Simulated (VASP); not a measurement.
Calculation: PBE GGA, VASP's PBE PAW potentials (set 64) (plane waves; VASP).

A VASP calculation is set up with these files.

POSCAR:
```
Be
1.0
  1.1446863623  -1.9826547673   0.0000000000
  1.1446863623   1.9826547673   0.0000000000
  0.0000000000   0.0000000000   3.5930633732
Be
2
Cart
  1.1446863623   0.6608862442   0.8982658433
  1.1446863623  -0.6608862442   2.6947975299
```

**INCAR**
```
! general
SYSTEM=Be
PREC  =Accurate
ENCUT =480
LREAL =.FALSE.
LASPH =.TRUE.

! electronic loop
EDIFF =1E-7
NELM  =100
ALGO  =Normal

! smearing
ISMEAR=1
SIGMA =0.1

! functional
GGA   =PE

! ions
IBRION=2
NSW   =30
ISIF  =2
EDIFFG=-0.01

! output
LWAVE =.FALSE.
LCHARG=.FALSE.
```

**KPOINTS**
```
Automatic
0
gamma
 18 18 10
```

POTCAR, in this order: Be (PBE.64 set). Program: vasp_std.

Q: What will the output report for the number of irreducible k-points (NKPTS), number of bands (NBANDS), largest plane-wave count, number of space-group operations, FFT grid (NGX, NGY, NGZ)?

A: 
```yaml
number of irreducible k-points (NKPTS): 222
number of bands (NBANDS): 6
largest_plane_wave_count: 402
number_of_space_group_operations: 24
FFT grid (NGX, NGY, NGZ): 16 × 16 × 28
```

The compound is Be in the hcp structure. This cell was strained or had an atom moved on purpose.
